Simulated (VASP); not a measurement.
Here is the system:

```
Zr
1.0
    1.53966    -2.66677     0.00000
    1.53966     2.66677     0.00000
    0.00000     0.00000     5.00999
Zr
2
Direct
  0.33333   0.66667   0.25000
  0.66667   0.33333   0.75000
```

These are PBEsol GGA, VASP's PBE PAW potentials (set 64) (plane waves; VASP 6.6.1) values and carry that method's errors. Run with 500 eV cut-off, 14×14×7 Γ-centred mesh, first-order Methfessel-Paxton smearing of 0.10 eV, potentials Zr_sv.

Energy and stress use the plane-wave basis of the starting cell.

Question: The ions, cell shape and volume at an external pressure of 20.0 GPa are relaxed. Predict the relaxed structure.

Answer: 
```
Zr
1.0
    1.49706    -2.59299     0.00000
    1.49706     2.59299     0.00000
    0.00000     0.00000     4.93440
Zr
2
Cartesian
  1.49706   0.86433   1.23360
  1.49706  -0.86433   3.70080
```
Space group P6_3/mmc (194), at a tolerance of 0.03 Å.

Question: How do energy and volume change from the first to the last step?

Answer: The energy (σ→0) changes by +130.3 meV/atom and the volume by -6.9 %, in 9 ionic steps.

The compound is Zr in the hcp structure. This run relaxes it under an external pressure of 20 GPa. Symmetry was kept, so distortions that lower it aren't found.
